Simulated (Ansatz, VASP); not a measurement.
# WSeS in two plane-wave programs, part 3 of 3

Wanted: the spread between two codes on one cell, functional and k mesh. The cell is taken from a series of runs on this material, whose earlier steps may have relaxed, scaled, displaced or heated it; both programs get it as it stands.

VASP 6.6.1 and Ansatz 0.2.0.

So far: The structure; Ansatz: zone-centre phonons, PBEsol, pair 1; VASP: zone-centre phonons, PBEsol, pair 1; Comparison.

**5. VASP: zone-centre phonons, PBEsol, pair 2**

Level of this step: PBEsol, no spin polarisation; plane waves and PAW (W, S, Se) (VASP).

Second derivatives magnify differences that forces hide, and they need a tight electronic threshold.

INCAR

```
SYSTEM = WSeS
PREC = Accurate
ENCUT = 600
EDIFF = 1E-08
NELM = 120
ISMEAR = 0
SIGMA = 0.01
LREAL = .FALSE.
ALGO = Normal
GGA = PS
NBANDS = 15
LASPH = .TRUE.
LORBIT = 11
LWAVE = .FALSE.
LCHARG = .FALSE.
ISIF = 2
IBRION = 8
GGA_COMPAT = .FALSE.
EFERMI = MIDGAP
NELMDL = -8
KPAR = 2
```

POSCAR

```
WSeS
1.0
    3.2711361428      0.0000000000      0.0000000000
   -1.6355680714      2.7773401950      0.0000000000
    0.0000000000      0.0000000000     30.4000000000
W S Se
1 1 1
Direct
    0.3324601777      0.6649203554      0.3297429835
    0.6671627462      0.3343254923      0.3797921781
    0.6670437428      0.3340874856      0.2740174699
```

KPOINTS

```
Automatic mesh
0
Gamma
12 12 1
0 0 0
```

The projector-augmented-wave data sets are W, S and Se (PBE family, release 64).

Launch:

```console
$ mpirun -np 2 vasp_std
```

Numbers of over 12 decimals in the logs are rounded to 6 here.

The program printed:

```text
[banner, memory and clock lines left out]
running    2 mpi-ranks, on    1 nodes
[...]
[... a notice as in an earlier step ...]

 LDA part: xc-table for (Slater+PW92), standard interpolation
 POSCAR, INCAR and KPOINTS ok, starting setup
[...]
entering main loop
       N       E                     dE             d eps       ncg     rms          rms(c)
DAV:   1     0.143715399519E+03    0.14372E+03   -0.59354E+03  1290   0.933E+02
DAV:   2    -0.688158510303E+01   -0.15060E+03   -0.14135E+03  2242   0.164E+02
DAV:   3    -0.251024678185E+02   -0.18221E+02   -0.18073E+02  1850   0.720E+01
DAV:   4    -0.254847693711E+02   -0.38230E+00   -0.38047E+00  1700   0.131E+01
[...]
DAV:  30    -0.242611296458E+02   -0.20240E-07    0.60869E-10  1422   0.340E-05    0.158E-05
DAV:  31    -0.242611296662E+02   -0.20417E-07    0.55523E-10  1072   0.390E-05    0.117E-05
DAV:  32    -0.242611296684E+02   -0.21748E-08    0.66463E-10  1331   0.224E-05
   1 F= -.24261130E+02 E0= -.24261130E+02  d E =0.000000E+00
[...]
RMM:  10    -0.691139031755E-01    0.24747E-06   -0.35878E-09  2212   0.302E-05    0.680E-06
RMM:  11    -0.691138928660E-01    0.10309E-07   -0.73687E-09  2411   0.874E-06    0.178E-06
RMM:  12    -0.691138969191E-01   -0.40531E-08   -0.54951E-09  2138   0.385E-06    0.831E-07
 first order change of Fermi-energy  -0.12050E-02
 force on displaced ion       3 direction 2 :  -0.000  -9.235   0.280
 Linear response progress:
  Degree of freedom:   9/  9
       N       E                     dE             d eps       ncg     rms          rms(c)
RMM:   1    -0.132763445878E+00   -0.13276E+00    0.71705E-02  3013   0.158E+00
RMM:   2    -0.131342767577E+00    0.14207E-02   -0.29366E-03  2072   0.361E-01    0.273E-01
RMM:   3    -0.131193192977E+00    0.14957E-03   -0.33603E-04  2201   0.108E-01    0.216E-01
RMM:   4    -0.131261031306E+00   -0.67838E-04   -0.31214E-04  2177   0.787E-02    0.447E-02
[...]
RMM:  16    -0.131253337677E+00   -0.28421E-07   -0.40336E-08  2568   0.665E-05    0.656E-06
RMM:  17    -0.131253367732E+00   -0.30055E-07    0.11554E-08  2483   0.245E-05    0.242E-06
RMM:  18    -0.131253365355E+00    0.23769E-08    0.26267E-09  2240   0.883E-06    0.211E-06
 first order change of Fermi-energy  -0.11915E+01
 force on displaced ion       3 direction 3 :  -0.000   0.280 -16.887
 Linear response finished
```

From OUTCAR (step 5):

```text
  Total       -1.6023617     -0.4331605     -0.0783014      0.0000000     -0.0002374      0.0000000
  in kB       -9.2954377     -2.5128014     -0.4542334      0.0000000     -0.0013774      0.0000000
  external PRESSURE =      -4.0874908 kB  Pullay stress =       0.0000000 kB

 POSITION                                       TOTAL-FORCE (eV/Angst)
 -----------------------------------------------------------------------------------
      0.00000      1.84671     10.02419         0.000000     -0.001047      0.014029
      1.63557      0.92854     11.54568         0.000000      0.000474     -0.029619
      1.63557      0.92787      8.33013         0.000000      0.000573      0.015591
 -----------------------------------------------------------------------------------
    total drift:                               -0.000000      0.000340     -0.000034

[... 2 further parts left out ...]
```

**6. Ansatz: zone-centre phonons, PBEsol, pair 2**

The same cell, functional and mesh now go to Ansatz, which takes its cutoff from its data sets.

The cell is taken from a series of runs on this material, whose earlier steps may have relaxed, scaled, displaced or heated it; both programs get it as it stands.

input.yaml

```yaml
crystal:
  lattice:
    - [3.2711361428, 0.0, 0.0]
    - [-1.6355680714, 2.777340195, 0.0]
    - [0.0, 0.0, 30.4]
  atoms:
    - { symbol: W, position: [0.3324601777, 0.6649203554, 0.3297429835] }
    - { symbol: S, position: [0.6671627462, 0.3343254923, 0.3797921781] }
    - { symbol: Se, position: [0.6670437428, 0.3340874856, 0.2740174699] }
  periodic: [true, true, false]
kpoints:
  mp_grid: { grid: [12, 12, 1] }
hamiltonian:
  xc: pbesol
  pseudopotentials: { kind: paw, azcp: { folder: soft_1 }, xc_functional: pbe }
scf:
  occupations: { method: fixed }
output:
  eigenvalues: true
phonons:
  method: dfpt
```

Launch:

```console
$ ansatz run input.yaml --threads 4 --pin off --max-ram 16384MiB --backend cpu --events-out ev --progress --plain --runs-dir out
```

The program printed:

```text
zone centre: on kpoints.mp_grid the ground state, and the responses unless they are solved on pairs of k-points, stand on 43 of the mesh's 144 k-points, reduced under 2 symmetry operations, with k and −k counted as one. Each operation leaves every solved displacement unchanged or reverses it
[...]
Crystal: 3 atoms, lattice volume = 276.186 Å³
[...]
k-point 2: bands = [... 14 lower, -8.1074, -7.3408, -6.8357, -5.7854, -3.1791, -2.7953, -2.6856, -1.8775]
  k-point 42: bands = [... 14 lower, -8.9249, -8.7934, -7.3702, -5.9713, -3.2620, -2.6013, -2.1386, -0.5971]
[...]
ASR residual: 1.954e-4 → 0.000e0 eV/Å²; symmetrization residual: 1.143e-5 eV/Å²
  ASR residual per site (eV/Å²): 1.49e-4 1.64e-4 1.95e-4
  Γ frequencies (cm⁻¹): 0.00 0.00 0.00 200.31 202.31 279.56 325.29 329.45 414.94
[...]
[key lines of the parts left out:]
SCF converged after 12 iterations
Free energy (F): -16568.872157 eV
Fermi energy:    -5.502052 eV
```

**7. Side by side**

What differs besides the data sets and the points named for the pairs above, as far as they apply: the data sets hold 36 valence electrons in Ansatz (on its PAW soft_1 files) and 18 in VASP. Total energies have different zeros and are not compared.

Both answers:

| quantity | Ansatz | VASP | difference |
| --- | --- | --- | --- |
| optical mode 1 (cm⁻¹) | 200.3 | 201.1 | -0.40 % |
| optical mode 2 (cm⁻¹) | 202.3 | 203.1 | -0.40 % |
| optical mode 3 (cm⁻¹) | 279.6 | 281.6 | -0.72 % |
| optical mode 4 (cm⁻¹) | 325.3 | 327.1 | -0.54 % |
| optical mode 5 (cm⁻¹) | 329.4 | 331.2 | -0.53 % |
| optical mode 6 (cm⁻¹) | 414.9 | 417.8 | -0.67 % |

Modes are paired by rising frequency, not by their patterns, so a pair may set unlike modes beside each other; they are those without the splitting of longitudinal modes. Where the cell holds vacuum, a pressure given here is an average over it and none of the material.

**8. Summary of results**

```json
{"r.m.s. difference of the optical zone-centre modes, each program's sorted by frequency (zone-centre phonons, PBEsol, pair 1)": "1.8 cm⁻¹", "difference in optical mode 3 (zone-centre phonons, PBEsol, pair 1)": "-0.7 %", "r.m.s. difference of the optical zone-centre modes, each program's sorted by frequency (zone-centre phonons, PBEsol, pair 2)": "1.8 cm⁻¹", "difference in optical mode 3 (zone-centre phonons, PBEsol, pair 2)": "-0.7 %"}
```

What this shows: The r.m.s. difference of the optical zone-centre modes, each program's sorted by frequency is 1.8 cm⁻¹ (zone-centre phonons, PBEsol, pair 1). The data sets hold unlike numbers of valence electrons (36 in Ansatz and 18 in VASP), so part of the differences may come from the potentials. Among the rows given in per cent, the largest difference of the zone-centre phonons, PBEsol, pair 1 pair is in optical mode 3, -0.7 %. Among the rows given in per cent, the largest difference of the zone-centre phonons, PBEsol, pair 2 pair is in optical mode 3, -0.7 %. How closely two codes agree says nothing of how well the functional describes the real material.

[Lines on the potential files, build, host, timing and source positions are cut from VASP's logs without a mark.]

[Logs are printed without paths, hosts, clocks, repeated set-up lines and the standing remarks that a program may print on its own settings, such as how far it seeks lower states.]

[Hosts, paths, dates, database ids (printed as entryN), source tags and the programs' standing remarks are cut or masked in the printed files.]
